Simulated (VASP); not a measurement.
Output of a VASP run:

File OSZICAR:
```
       N       E                     dE             d eps       ncg     rms          rms(c)
DAV:   1    -0.134412758602E+03   -0.13441E+03   -0.60880E-03  1852   0.158E-01    0.163E-01
DAV:   2    -0.134700057336E+03   -0.28730E+00   -0.13000E+00  1941   0.248E+00    0.236E+00
DAV:   3    -0.134409650435E+03    0.29041E+00   -0.10872E+00  1924   0.194E+00    0.779E-02
DAV:   4    -0.134411384607E+03   -0.17342E-02   -0.16874E-02  1652   0.189E-01    0.411E-02
DAV:   5    -0.134411430335E+03   -0.45729E-04   -0.11494E-03  1716   0.753E-02    0.281E-02
DAV:   6    -0.134411411788E+03    0.18547E-04   -0.11511E-04  1596   0.289E-02    0.160E-02
DAV:   7    -0.134411410991E+03    0.79730E-06   -0.11358E-05  1276   0.103E-02    0.134E-02
DAV:   8    -0.134411409460E+03    0.15308E-05   -0.24155E-06   980   0.603E-03    0.888E-03
DAV:   9    -0.134411408771E+03    0.68925E-06   -0.21436E-06   980   0.519E-03
   1 F= -.13441141E+03 E0= -.13441454E+03  d E =0.938965E-02
```

OUTCAR:
```
------------------------ aborting loop because EDIFF is reached ----------------------------------------
  FORCE on cell =-STRESS in cart. coord.  units (eV):
  Direction    XX          YY          ZZ          XY          YZ          ZX
  --------------------------------------------------------------------------------------
  Total       -4.9838103     -4.9838101     -0.4730491      0.0000000      0.0000000     -0.0000000
  in kB      -10.1087512    -10.1087508     -0.9594939      0.0000000      0.0000000     -0.0000000
  external PRESSURE =      -7.0589986 kB  Pullay stress =       0.0000000 kB
  volume of cell :      789.90
      direct lattice vectors                 reciprocal lattice vectors
     6.459647280  0.000000000  0.000000000     0.154807214 -0.089377989  0.000000000
     3.229823640  5.594218536  0.000000000     0.000000000  0.178755977  0.000000000
     0.000000000  0.000000000 21.858801416     0.000000000  0.000000000  0.045748163
 POSITION                                       TOTAL-FORCE (eV/Angst)
 -----------------------------------------------------------------------------------
      6.45964      1.94613      7.10062        -0.000000      0.016151      0.008954
      3.22982      1.86474      7.21532        -0.000000     -0.000000     -0.008804
      8.00406      4.62115      7.10062        -0.013987     -0.008076      0.008954
      4.91522      4.62115      7.10062         0.013987     -0.008076      0.008954
      0.00000      0.00000      9.39665        -0.000000     -0.000000     -0.005709
      3.22982      0.01026      9.61294         0.000000     -0.003755     -0.011878
      1.62379      2.79198      9.61294        -0.003252      0.001877     -0.011878
      4.83585      2.79198      9.61294         0.003252      0.001877     -0.011878
      6.45964      1.89273     12.18683        -0.000000      0.006146     -0.014227
      3.22982      1.86474     12.45660         0.000000      0.000000      0.022237
      8.05031      4.64785     12.18683        -0.005323     -0.003073     -0.014227
      4.86898      4.64785     12.18683         0.005323     -0.003073     -0.014227
      0.00000      0.00000     14.45776        -0.000000     -0.000000     -0.001154
      6.45965      5.54290     14.81419         0.000000     -0.005465      0.011167
      8.03012      2.82277     14.81419        -0.004733      0.002732      0.011167
      4.88917      2.82277     14.81419         0.004733      0.002732      0.011167
      3.22982      1.86474     16.68829        -0.000000     -0.000000      0.011384
 -----------------------------------------------------------------------------------
    total drift:                                0.049900      0.028810      0.001428
  FREE ENERGIE OF THE ION-ELECTRON SYSTEM (eV)
  ---------------------------------------------------
  free  energy   TOTEN  =      -134.4114087708 eV

  energy  without entropy=     -134.4207984163  energy(sigma->0) =     -134.41453865

 total charge

# of ion       s       p       d       tot
------------------------------------------
    1        2.247   5.930   1.650   9.827
    2        2.244   5.936   1.638   9.819
    3        2.247   5.930   1.650   9.827
    4        2.247   5.930   1.650   9.827
    5        2.233   5.958   1.652   9.843
    6        2.234   5.963   1.631   9.828
    7        2.234   5.963   1.631   9.828
    8        2.234   5.963   1.631   9.828
    9        2.235   5.961   1.634   9.830
   10        2.228   5.963   1.618   9.809
   11        2.235   5.961   1.634   9.830
   12        2.235   5.961   1.634   9.830
   13        2.243   5.936   1.679   9.858
   14        2.225   5.940   1.641   9.806
   15        2.225   5.940   1.641   9.806
   16        2.225   5.940   1.641   9.806
   17        1.600   3.518   0.000   5.118
--------------------------------------------------
tot         37.373  98.693  26.254 162.320
```
(Selected blocks of OUTCAR.)

**POSCAR**
```
Zr16Cl
1
    6.4596472803     0.0000000000     0.0000000000
    3.2298236401     5.5942185357     0.0000000000
    0.0000000000     0.0000000000    21.8588014164
Zr Cl
16 1
Direct
  0.8260579793   0.3478830415   0.3248400962
  0.3333330000   0.3333330000   0.3300874803
  0.8260579793   0.8260579793   0.3248400962
  0.3478830415   0.8260579793   0.3248400962
  0.0000000000   1.0000000000   0.4298793886
  0.4990832161   0.0018335677   0.4397743181
  0.0018335677   0.4990832161   0.4397743181
  0.4990832161   0.4990832161   0.4397743181
  0.8308309191   0.3383371618   0.5575249556
  0.3333330000   0.3333330000   0.5698667427
  0.8308309191   0.8308309191   0.5575249556
  0.3383371618   0.8308309191   0.5575249556
  0.0000000000   1.0000000000   0.6614158743
  0.5045863535   0.9908272929   0.6777219189
  0.9908272929   0.5045863535   0.6777219189
  0.5045863535   0.5045863535   0.6777219189
  0.3333330000   0.3333330000   0.7634586476
```

### Question
Reconstruct the remaining input files.

### Answer
Several could match; the one computed here: the input of the run itself, PBE GGA, plane waves, VASP's PBE PAW potentials (set 64).

### KPOINTS
```
Automatic mesh
0
Gamma
5 5 1
```

INCAR:
```
# general
SYSTEM   =  Zr16Cl
PREC     =  Normal
ENCUT    =  400
LREAL    =  .FALSE.
LASPH    =  .TRUE.

# electronic loop
EDIFF    =  1E-6
NELM     =  100
NELMIN   =  4
ALGO     =  Normal
LMAXMIX  =  4

# smearing
ISMEAR   =  1
SIGMA    =  0.1

# functional
GGA      =  PE

# output
LWAVE    =  .FALSE.
LCHARG   =  .FALSE.
LORBIT   =  11
LVHAR    =  .TRUE.

# other
LDIPOL   =  .TRUE.
IDIPOL   =  3
DIPOL    =  0.5 0.5 0.5
```

POTCAR, in this order: Zr_sv Cl (PBE.64 set). Program: vasp_std. Read from the step before: WAVECAR.

The cell is a thin slab with vacuum, built from Zr (hcp): (001) face, Cl adsorbed.
